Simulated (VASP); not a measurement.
Ca3ZrN3:

```
Ca Zr N
1.0
     4.85000    0.00000    0.00000
     0.00000    4.85000    0.00000
     0.00000    0.00000    4.85000
Ca Zr N
3 1 3
Direct
  0.50000 0.00000 0.50000
  0.50000 0.50000 0.00000
  0.00000 0.50000 0.50000
  0.00000 0.00000 0.00000
  0.50000 0.00000 0.00000
  0.00000 0.50000 0.00000
  0.00000 0.00000 0.50000
```

The cell was built by a generator and needn't be a form met in nature.

```yaml
Program: VASP 6.6.1
Task: relaxation of cell and atoms
Functional: PBE
Potentials_or_basis: VASP PAW PBE potentials, release 64 (Ca_sv, Zr_sv, N)
Cutoff: 520 eV
k_mesh: 3 × 3 × 3
Occupations: gaussian, width 0.15 eV
Spin: no spin polarisation
```

At the start: pressure -3.2 GPa; volume 16.30 Å³/atom.

Task: How do energy, volume and symmetry change on relaxing?

Result: Over 3 steps the energy falls by 4.7 meV/atom and the volume is 15.83 Å³/atom (-2.8 %); space group Pm-3m (No. 221, to 0.05 Å).

Step by step:
```csv
step,energy change (eV),largest force (eV/Å),pressure (GPa),volume (Å³)
1,0.0000,0.0000,-3.17,114.08
2,-0.0197,0.0000,2.12,108.83
3,-0.0329,0.0000,-0.06,110.84
```

Final structure:
```
Ca Zr N
1.0
     4.80354    0.00000    0.00000
     0.00000    4.80354    0.00000
     0.00000    0.00000    4.80354
Ca Zr N
3 1 3
Cartesian
  2.4018 0.0000 2.4018
  2.4018 2.4018 0.0000
  0.0000 2.4018 2.4018
  0.0000 0.0000 0.0000
  2.4018 0.0000 0.0000
  0.0000 2.4018 0.0000
  0.0000 0.0000 2.4018
```

Caveat: the k mesh is coarse (spacing up to 0.43 Å⁻¹), so the values aren't converged.
